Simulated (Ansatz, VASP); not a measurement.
**Si2Mo: VASP beside Ansatz**

One calculation is typed for both programs; each brings its own data sets. How far apart do they land? The structure shown is the end of the Ansatz relaxation below.

Main program and level: Ansatz 0.2.0; plane waves, with VASP 6.6.1 beside it; single point at PBEsol.

## Step 1: Starting point

The structure is tetragonal, space group I4/mmm (No. 139). The conventional cell has a = 3.190 Å, b = 3.190 Å, c = 7.821 Å, α = 90.00°, β = 90.00°, γ = 90.00°. Nearest to Mo lie 10 Si at 2.60 to 2.62 Å. Si has 5 Si at 2.58 to 2.62 Å and 5 Mo at 2.60 to 2.62 Å nearest. Farther neighbours are not listed.

## Step 2: Ansatz: relaxation, PBEsol

Ansatz runs on its PAW soft_1 files.

This run makes the geometry at which the two programs are then compared.

Contents of input.yaml:

```yaml
crystal:
  lattice:
    - [3.190268, 0.0, 0.0]
    - [0.0, 3.190268, 0.0]
    - [0.0, 0.0, 7.820965]
  atoms:
    - { symbol: Mo, position: [0.0, 0.0, 0.0] }
    - { symbol: Mo, position: [0.5, 0.5, 0.5] }
    - { symbol: Si, position: [0.0, 0.0, 0.3350721] }
    - { symbol: Si, position: [0.0, 0.0, 0.6649279] }
    - { symbol: Si, position: [0.5, 0.5, 0.8350721] }
    - { symbol: Si, position: [0.5, 0.5, 0.1649279] }
kpoints:
  mp_grid: { grid: [14, 14, 6] }
scf:
  occupations: { method: fermi_dirac, width: 0.05 }
hamiltonian:
  xc: pbesol
  pseudopotentials: { kind: paw, azcp: { folder: soft_1 }, xc_functional: pbe }
basis:
  ecutwfc: 600
output:
  forces: true
  stress: true
  write_density: true
  write_potential: true
  elf: true
  volumetric_format: npy
relax:
  f_tol: 0.005
  max_steps: 70
  cell: { stress_tol: 0.02, p_target: 0, fix: [c, alpha, beta, gamma] }
```

Command:

```console
$ ansatz run input.yaml --threads 4 --pin off --max-ram 10240MiB --backend cpu --events-out ev --progress --plain --runs-dir out
```

Numbers of over 12 decimals in the logs are rounded to 6 here.

The program printed:

```text
Engine: ansatz 0.2.0, aarch64-unknown-linux-gnu
Pseudopotentials: kind: paw
Pseudopotential: Mo, paw, valence charge 14, recommended cutoff 420 eV (normal), soft_1/Mo.paw.azcp
Pseudopotential: Si, paw, valence charge 4, recommended cutoff 420 eV (normal), soft_1/Si.paw.azcp
Functional definition: PBEsol
  exchange = pbesol_x
  correlation = pbesol_c
Crystal: 6 atoms, lattice volume = 79.600 Å³
Basis set: ecut = 600 eV, 2639 PW (Γ), exchange–correlation on 54×54×128 points (8 copies of the dense FFT grid, shifted against one another)
Bands: 28, of which v1, the nominal top of the filled ones, is band 22 counted from 1 (21 counted from 0)
Symmetry: 32 space group operations
Space group: I4/mmm (ITA 139), of the structure as read, at distance tolerance 4.3e-5 Å
k-points: 144 of 1176
Non-local potential: Mo, projectors of the file, l = 0: 3, l = 1: 2, l = 2: 2, l = 3: 1
Non-local potential: Si, projectors of the file, l = 0: 2, l = 1: 2, l = 2: 1
PAW form: soft (Blöchl's): semilocal exchange-correlation on the pseudo side does not see the compensation charge
PAW frozen core: Mo, regenerated for the run's functional, and the local potential with it (the file was generated under x = pbe(κ = 0.804, μ = 0.219515), c = pbe(β = 0.066725))
PAW frozen core: Si, regenerated for the run's functional, and the local potential with it (the file was generated under x = pbe(κ = 0.804, μ = 0.219515), c = pbe(β = 0.066725))
PAW one-centre angular grid: Mo, 590 points (default); XC on 64 Gauss nodes
PAW one-centre angular grid: Si, 110 points (default); XC on 64 Gauss nodes
Initial density: superposition of atomic densities (chi_scale 0.1, normalization cell, long waves kept (reshape's long-wave potential 0.00 eV rms))
Initial wavefunctions: pseudopotential atomic-orbital guess
Functional: x = pbesol(κ = 0.804, μ = 0.123457), c = pbesol(β = 0.046)
SCF iter   1: F=—  HF=-12287.139478 eV  |F-HF|=—  |Δ(HF+E_count)|=         —  Δρ=9.35e-2  dr2=1.04e1  ethr=3.10e-3  ⟨swp⟩=7.2  Hψ=20022  notcnv=0
preconditioner: auto → Kerker (q_TF=auto, 2.472 Å⁻¹)  [metal: Δε(μ)=0.011 eV  Ē_g=7.699 eV  σ=0.050 eV  W_gap=0.05  n_scr=18 (ndim 8)  ℏωp=22.0 eV  f_vac=0.000  D(μ)=1.25/eV (n_scr^D=4)]
SCF iter   2: F=—  HF=-12284.756785 eV  |F-HF|=—  |Δ(HF+E_count)|=    2.38e0  Δρ=3.16e-2  dr2=5.91e-1  ethr=3.10e-3  ⟨swp⟩=3.0  Hψ=9421  notcnv=0  defer=119
SCF iter   3: F=—  HF=-12284.637888 eV  |F-HF|=—  |Δ(HF+E_count)|=   1.19e-1  Δρ=1.48e-2  dr2=1.36e-1  ethr=1.34e-3  ⟨swp⟩=2.2  Hψ=5819  notcnv=0  defer=118
SCF iter   4: F=—  HF=-12284.606836 eV  |F-HF|=—  |Δ(HF+E_count)|=   3.11e-2  Δρ=2.73e-3  dr2=5.87e-3  ethr=3.09e-4  ⟨swp⟩=2.2  Hψ=6660  notcnv=0  defer=119
SCF iter   5: F=—  HF=-12284.605040 eV  |F-HF|=—  |Δ(HF+E_count)|=   1.80e-3  Δρ=3.73e-4  dr2=2.14e-4  ethr=1.34e-5  ⟨swp⟩=2.6  Hψ=6925  notcnv=0  defer=119
SCF iter   6: F=—  HF=-12284.604998 eV  |F-HF|=—  |Δ(HF+E_count)|=   4.24e-5  Δρ=3.78e-5  dr2=2.10e-6  ethr=4.86e-7  ⟨swp⟩=2.1  Hψ=5296  notcnv=0  defer=119
SCF iter   7: F=—  HF=-12284.605010 eV  |F-HF|=—  |Δ(HF+E_count)|=   1.23e-5  Δρ=6.04e-6  dr2=3.09e-8  ethr=2.27e-10  ⟨swp⟩=8.1  Hψ=24344  notcnv=0
SCF iter   8: F=-12284.605010 eV  HF=-12284.605010 eV  |F-HF|=4.89e-10  |Δ(HF+E_count)|=   7.38e-9  Δρ=9.21e-7  dr2=7.35e-10  ethr=7.02e-11  ⟨swp⟩=5.2  Hψ=21776  notcnv=0
SCF 1 converged in 8 iterations: F = -12284.605010 eV  dr2 = 7.35e-10
  greatest PAW one-centre occupation: 0.999 electrons in one spin orbital (limit 2), on the Mo atom at site 1 (counted from 0), in its partial waves of l = 0
relax step   1: F+E_penalty+E_count = -12284.60501019 eV  Δ(F+E_penalty+E_count) = +0.000e0 eV  max|allowed force component| = 6.462e-3 eV/Å  Δτ_max = 0.0000 Å  P = -0.004 GPa  Ω = 79.600 Å³  fix = [c, alpha, beta, gamma]  reactions: c -0.020 GPa  (8 SCF iters, dr2 threshold 1.00e-7 eV, accepted)
[...]
relax step   2: F+E_penalty+E_count = -12284.60501425 eV  Δ(F+E_penalty+E_count) = -4.053e-6 eV  max|allowed force component| = 1.429e-3 eV/Å  Δτ_max = 0.0003 Å  P = -0.005 GPa  Ω = 79.602 Å³  energy of the carried Pulay correction = -6.458e-8 eV  fix = [c, alpha, beta, gamma]  reactions: c -0.016 GPa  (6 SCF iters, accepted)
[...]
relax step   3: F+E_penalty+E_count = -12284.60501446 eV  Δ(F+E_penalty+E_count) = -2.093e-7 eV  max|allowed force component| = 1.429e-3 eV/Å  Δτ_max = 0.0000 Å  P = -0.005 GPa  Ω = 79.602 Å³  fix = [c, alpha, beta, gamma]  reactions: c -0.016 GPa  stress off target by 8.88e-4 GPa on what of the cell is left free  SCF on the basis re-selected at this cell (its energy is not comparable with the rows above)  (7 SCF iters)
basis re-selected at this cell: Δ(F+E_penalty+E_count) = -2.093e-7 eV, ΔP = +0.000 GPa vs the last step (what re-selecting the basis moved, of the pressure what is left beyond the Pulay correction that the steps carried, after the strain that the cell walked since its last selection, with what the two solves' SCF thresholds leave and, on support functions, any second-order correction that the steps lacked; it is no m [...]
SCF converged after 7 iterations
Free energy (F): -12284.605014 eV
Harris-Foulkes:  -12284.605014 eV  (|F-HF|=3.64e-12)
Internal energy: -12284.600380 eV  (E = F + TS)
E sigma→0 (E₀):  -12284.602697 eV
Entropy (-TS):   -0.004634 eV (-0.772 meV/atom)
Fermi energy:    16.105145 eV
--- Per-component energies (eV) ---
  E_band       = -88.988862
  E_kinetic    = 1026.189338
  E_local      = -2249.511319  (includes V_loc(G=0)·N_el)
  E_nonlocal   = 389.521671
  E_hartree    = 858.049709
  E_xc         = -583.896508
  E_vxc        = -642.687812  (∫ρ·V_xc dr)
  E_paw        = -8299.977121  (= ΣΔE_a)
  E_vpaw       = -328.600210  (= ΣTr[D̂ρ^β])
  E_aug_tail   = 0.000053  (compensation charges beyond the density's cutoff)
  E_ewald      = -3425.521048
  E_core_change = 0.544843  (= ΣΔE_core)
  E_smearing   = -0.004634  (= −TS)
  E_closure    = -0.000000  (closes the sum)
  Σ components = -12284.605014   (vs F -12284.605014, Δ=0.00e0)
--- Forces (eV/Å), atoms counted from 1 ---
  atom   1  Mo    -0.00000000     0.00000000    -0.00000000
  atom   2  Mo    -0.00000000     0.00000000    -0.00000000
  atom   3  Si    -0.00000000     0.00000000     0.00142897
  atom   4  Si     0.00000000    -0.00000000    -0.00142897
  atom   5  Si    -0.00000000     0.00000000     0.00142897
  atom   6  Si     0.00000000    -0.00000000    -0.00142897
  max |Σ_I F_I| component: 6.94e-18 eV/Å
--- Stress (GPa, compression-positive) ---
        0.000888      -0.000000       0.000000
       -0.000000       0.000888       0.000000
        0.000000       0.000000      -0.015764
  P = ⅓ Tr σ = -0.0047 GPa (-0.047 kbar)
--- Band table (eV; the first three rows and the last of 144) ---
  k-point 0: bands = [... 18 lower, 15.4755, 15.4755, 15.6024, 15.6024, 16.4471, 16.5830, 19.2051, 19.2945, ... 2 higher]
  k-point 1: bands = [... 18 lower, 14.9173, 14.9173, 16.2398, 16.2398, 16.4559, 16.5736, 18.7282, 19.2698, ... 2 higher]
  k-point 2: bands = [... 18 lower, 14.3942, 14.3942, 16.4802, 16.5481, 16.9957, 16.9957, 18.1581, 18.5715, ... 2 higher]
  k-point 143: bands = [... 18 lower, 13.9589, 13.9589, 13.9589, 13.9589, 16.3862, 16.3862, 18.4031, 18.4031, ... 2 higher]
--- Relaxed structure (2 steps of the walk, 2 accepted, 1 SCFs on fresh bases) ---
  F+E_penalty+E_count = -12284.60501446 eV   max|allowed force component| = 1.429e-3 eV/Å   (the final SCF, on the basis selected at the relaxed cell)
  cell:  # Å, volume = 79.6024 Å³
    - [3.190309, 0.0, 0]
    - [0.0, 3.190309, 0]
    - [0, 0, 7.820965]
  atoms:
    - { symbol: Mo, position: [0, 0, 0] }
    - { symbol: Mo, position: [0.5, 0.5, 0.5] }
    - { symbol: Si, position: [0, 0, 0.335105] }
    - { symbol: Si, position: [0, 0, 0.664895] }
    - { symbol: Si, position: [0.5, 0.5, 0.835105] }
    - { symbol: Si, position: [0.5, 0.5, 0.164895] }
```

## Step 3: VASP: single point, PBEsol, pair 1

The same cell, functional, mesh and smearing now go to VASP, with its own data sets.

Lines of VASP's logs that name or quote its potential files are left out, and so is its time.

Contents of INCAR:

```
SYSTEM = Si2Mo
PREC = Accurate
ENCUT = 500
EDIFF = 1E-06
NELM = 120
ISMEAR = -1
SIGMA = 0.05
LREAL = .FALSE.
ALGO = Normal
GGA = PS
NBANDS = 28
LASPH = .TRUE.
LORBIT = 11
LWAVE = .FALSE.
LCHARG = .FALSE.
ISIF = 2
GGA_COMPAT = .FALSE.
KPAR = 2
```

Contents of POSCAR:

```
Si2Mo
1.0
    3.1903093019      0.0000000000      0.0000000000
    0.0000000000      3.1903093019      0.0000000000
    0.0000000000      0.0000000000      7.8209650000
Mo Si
2 4
Direct
    0.0000000000      0.0000000000      0.0000000000
    0.5000000000      0.5000000000      0.5000000000
    0.0000000000      0.0000000000      0.3351052145
    0.0000000000      0.0000000000      0.6648947855
    0.5000000000      0.5000000000      0.8351052145
    0.5000000000      0.5000000000      0.1648947855
```

Contents of KPOINTS:

```
Automatic mesh
0
Gamma
14 14 6
0 0 0
```

PAW data sets: Mo_sv and Si (PBE family, release 64).

Command:

```console
$ mpirun -np 2 vasp_std
```

The program printed:

```text
[banner, memory and clock lines left out]
running    2 mpi-ranks, on    1 nodes
 distrk:  each k-point on    1 cores,    2 groups
 distr:  one band on    1 cores,    1 groups

 POSCAR found type information on POSCAR MoSi
 POSCAR found :  2 types and       6 ions
|                                                                             |
|               ----> ADVICE to this user running VASP <----                  |
|                                                                             |
|     You enforced a specific xc type in the INCAR file but a different       |
|     [... a line on the potential file left out ...]
|     I HOPE YOU KNOW WHAT YOU ARE DOING!                                     |
|                                                                             |

 LDA part: xc-table for (Slater+PW92), standard interpolation
 POSCAR, INCAR and KPOINTS ok, starting setup
 FFT: planning ... GRIDC
 FFT: planning ... GRID_SOFT
 FFT: planning ... GRID
 WAVECAR not read
 entering main loop
       N       E                     dE             d eps       ncg     rms          rms(c)
DAV:   1     0.307045472136E+03    0.30705E+03   -0.22970E+04  8480   0.146E+03
DAV:   2    -0.387627395269E+02   -0.34581E+03   -0.33767E+03  9348   0.385E+02
DAV:   3    -0.519030073749E+02   -0.13140E+02   -0.12833E+02 10404   0.630E+01
DAV:   4    -0.520909160894E+02   -0.18791E+00   -0.18655E+00 10280   0.702E+00
DAV:   5    -0.520927974447E+02   -0.18814E-02   -0.18780E-02 10008   0.715E-01    0.327E+01
DAV:   6    -0.504941681547E+02    0.15986E+01   -0.13241E+01  9580   0.201E+01    0.695E+00
DAV:   7    -0.502551560087E+02    0.23901E+00   -0.23126E+00  9240   0.786E+00    0.683E+00
DAV:   8    -0.501609970556E+02    0.94159E-01   -0.34209E-01  9476   0.367E+00    0.544E-01
DAV:   9    -0.501604773029E+02    0.51975E-03   -0.11472E-02 10324   0.556E-01    0.357E-01
DAV:  10    -0.501601609281E+02    0.31637E-03   -0.40767E-03  9488   0.421E-01    0.158E-01
DAV:  11    -0.501599815395E+02    0.17939E-03   -0.11158E-03  9352   0.195E-01    0.264E-02
DAV:  12    -0.501599797778E+02    0.17617E-05   -0.33946E-05  8424   0.305E-02    0.883E-03
DAV:  13    -0.501599791522E+02    0.62561E-06   -0.19025E-06  7332   0.777E-03
   1 F= -.50159979E+02 E0= -.50157667E+02  d E =-.462431E-02
```

From OUTCAR (step 3):

```text
ion  position               nearest neighbor table
   1  0.000  0.000  0.000-   5 2.60   6 2.60   5 2.60   6 2.60   5 2.60   6 2.60   5 2.60   6 2.60
                             3 2.62   4 2.62
   2  0.500  0.500  0.500-   3 2.60   4 2.60   3 2.60   4 2.60   3 2.60   4 2.60   3 2.60   4 2.60
                             5 2.62   6 2.62
   3  0.000  0.000  0.335-   4 2.58   2 2.60   2 2.60   2 2.60   2 2.60   6 2.62   6 2.62   6 2.62
                             6 2.62   1 2.62
   4  0.000  0.000  0.665-   3 2.58   2 2.60   2 2.60   2 2.60   2 2.60   5 2.62   5 2.62   5 2.62
                             5 2.62   1 2.62
   5  0.500  0.500  0.835-   6 2.58   1 2.60   1 2.60   1 2.60   1 2.60   4 2.62   4 2.62   4 2.62
                             4 2.62   2 2.62
   6  0.500  0.500  0.165-   5 2.58   1 2.60   1 2.60   1 2.60   1 2.60   3 2.62   3 2.62   3 2.62
                             3 2.62   2 2.62

  LATTYP: Found a simple tetragonal cell.
 ALAT       =     3.1903093019
 C/A-ratio  =     2.4514754715

 Subroutine GETGRP returns: Found 16 space group operations
 (whereof 16 operations were pure point group operations)

The static configuration has the point symmetry D_4h.

 Found    144 irreducible k-points:

   k-points           NKPTS =    144   k-points in BZ     NKDIM =    144   number of bands    NBANDS=     28

   dimension x,y,z NGX =    24 NGY =   24 NGZ =   60
   dimension x,y,z NGXF=    48 NGYF=   48 NGZF=  120

   ENCUT  =  500.0 eV  36.75 Ry    6.06 a.u.   5.82  5.82 14.26*2*pi/ulx,y,z

   NELECT =      44.0000    total number of electrons

 k-points in reciprocal lattice and weights: Automatic mesh
   0.00000000  0.00000000  0.00000000       0.001
   0.07142857  0.00000000  0.00000000       0.003
   0.14285714  0.00000000  0.00000000       0.003
   0.21428571  0.00000000  0.00000000       0.003
   0.28571429  0.00000000  0.00000000       0.003
   0.35714286  0.00000000  0.00000000       0.003
   0.42857143  0.00000000  0.00000000       0.003
   0.50000000  0.00000000  0.00000000       0.002
   0.07142857  0.07142857  0.00000000       0.003
[...]
0.50000000  0.42857143  0.50000000       0.003
   0.50000000  0.50000000  0.50000000       0.001

 average (electrostatic) potential at core
       1 -68.7740       2 -68.7740       3 -77.0533       4 -77.0533       5 -77.0533
       6 -77.0533

 E-fermi :  12.3788

 k-point     1 :       0.0000    0.0000    0.0000
  band No.  band energies     occupation
    ...
     18      10.1019      2.00000
     19      11.7507      1.99999
     20      11.7507      1.99999
     21      11.8759      1.99991
     22      11.8759      1.99991
     23      12.7213      0.00212
     24      12.8586      0.00014
     25      15.4691      0.00000
     26      15.5706      0.00000
     27      15.8925      0.00000
    ...

 k-point     2 :       0.0714    0.0000    0.0000
  band No.  band energies     occupation
    ...
     19      11.6235      2.00000
     20      11.6270      2.00000
     21      11.7744      1.99999
     22      11.9201      1.99979
     23      12.4278      0.54611
     24      13.0966      0.00000
     25      15.2792      0.00000
     26      15.4661      0.00000
     27      15.6879      0.00000
     28      16.2922      0.00000

 k-point     3 :       0.1429    0.0000    0.0000
  band No.  band energies     occupation
    ...
     19      11.1645      2.00000
     20      11.3011      2.00000
     21      11.8147      1.99997
     22      11.8397      1.99996
     23      12.0979      1.99277
     24      13.5522      0.00000
     25      14.7540      0.00000
     26      14.8511      0.00000
     27      16.2495      0.00000
     28      16.6645      0.00000

  Total        0.1864230      0.1864230      0.1778001      0.0000000     -0.0000000      0.0000000
  in kB        3.7521834      3.7521834      3.5786287      0.0000000     -0.0000000      0.0000000
  external PRESSURE =       3.6943318 kB  Pullay stress =       0.0000000 kB

  energy-cutoff  :      500.00
  volume of cell :       79.60
      direct lattice vectors                 reciprocal lattice vectors
     3.190309302  0.000000000  0.000000000     0.313449232  0.000000000  0.000000000
     0.000000000  3.190309302  0.000000000     0.000000000  0.313449232  0.000000000
     0.000000000  0.000000000  7.820965000     0.000000000  0.000000000  0.127861460

 POSITION                                       TOTAL-FORCE (eV/Angst)
 -----------------------------------------------------------------------------------
      0.00000      0.00000      0.00000        -0.000000     -0.000000      0.000000
      1.59515      1.59515      3.91048         0.000000      0.000000      0.000000
      0.00000      0.00000      2.62085        -0.000000     -0.000000     -0.003548
      0.00000      0.00000      5.20012        -0.000000      0.000000      0.003548
      1.59515      1.59515      6.53133         0.000000     -0.000000     -0.003548
      1.59515      1.59515      1.28964        -0.000000      0.000000      0.003548
 -----------------------------------------------------------------------------------
    total drift:                                0.000000      0.000000     -0.000000

  FREE ENERGIE OF THE ION-ELECTRON SYSTEM (eV)
  ---------------------------------------------------
  free  energy   TOTEN  =       -50.1599791522 eV

  energy  without entropy=      -50.1553548432  energy(sigma->0) =      -50.15766700

 total charge
# of ion       s       p       d       tot
------------------------------------------
    1        2.291   6.212   4.216  12.719
    2        2.291   6.212   4.216  12.719
    3        0.742   0.883   0.000   1.625
    4        0.742   0.883   0.000   1.625
    5        0.742   0.883   0.000   1.625
    6        0.742   0.883   0.000   1.625
--------------------------------------------------
tot          7.549  15.958   8.433  31.940

[... 3 further parts left out ...]
```

The run ends at a pressure of 0.37 GPa, with forces up to 0.0035 eV/Å.

## Step 4: Differences

Known differences besides the potentials themselves: the cutoff is 600 eV in Ansatz and 500 eV in VASP; Ansatz makes its cores anew for this functional, VASP keeps those of its PBE data sets; Ansatz's pressure holds a Pulay correction, VASP's none. Total energies have different zeros and are not compared.

The two programs side by side:

| quantity | Ansatz | VASP | difference |
| --- | --- | --- | --- |
| pressure (GPa) | 0.00 | 0.37 | -0.37 |

At this near-relaxed geometry the largest component of a force difference is 5 meV/Å.

## Step 5: Ansatz: relaxation, PBEsol

This run makes the geometry at which the two programs are then compared. The cell compared in this pair holds 79.09 Å³, against 79.60 Å³ for the pair before.

The structure compared here is the end of the Ansatz relaxation.

Changes to input.yaml since step 2:

```diff
@@ -2,5 +2,5 @@
   lattice:
-    - [3.190268, 0.0, 0.0]
-    - [0.0, 3.190268, 0.0]
-    - [0.0, 0.0, 7.820965]
+    - [3.19824367, 0.0, 0.0]
+    - [0.0, 3.19824367, 0.0]
+    - [0.0, 0.0, 7.74275535]
   atoms:
@@ -24,6 +24,2 @@
   stress: true
-  write_density: true
-  write_potential: true
-  elf: true
-  volumetric_format: npy
 relax:
```

Command:

```console
$ ansatz run input.yaml --threads 4 --pin off --max-ram 10240MiB --backend cpu --events-out ev --progress --plain --runs-dir out
```

The program printed:

```text
[...]
Crystal: 6 atoms, lattice volume = 79.199 Å³
Basis set: ecut = 600 eV, 2655 PW (Γ), exchange–correlation on 54×54×128 points (8 copies of the dense FFT grid, shifted against one another)
Bands: 28, of which v1, the nominal top of the filled ones, is band 22 counted from 1 (21 counted from 0)
Symmetry: 32 space group operations
[...]
k-points: 144 of 1176
[...]
cell:  # Å, volume = 79.0921 Å³
    - [3.196088, 0, 0.0]
    - [0, 3.196088, 0.0]
    - [0.0, 0.0, 7.74275535]
  atoms:
    - { symbol: Mo, position: [0, 0, 0.0] }
    - { symbol: Mo, position: [0.500000, 0.500000, 0.500000] }
    - { symbol: Si, position: [0, 0, 0.334967] }
    - { symbol: Si, position: [0, 0, 0.665033] }
    - { symbol: Si, position: [0.500000, 0.500000, 0.834967] }
    - { symbol: Si, position: [0.500000, 0.500000, 0.165033] }
[key lines of the parts left out:]
SCF converged after 7 iterations
Free energy (F): -12284.592636 eV
Fermi energy:    16.192282 eV
P = ⅓ Tr σ = 1.6932 GPa (16.932 kbar)
```

[end of part 1 of 2]

[Lines on the potential files, build, host, timing and source positions are cut from VASP's logs without a mark.]

[Logs are printed without paths, hosts, clocks, repeated set-up lines and the standing remarks that a program may print on its own settings, such as how far it seeks lower states.]

[Hosts, paths, dates, database ids (printed as entryN), source tags and the programs' standing remarks are cut or masked in the printed files.]
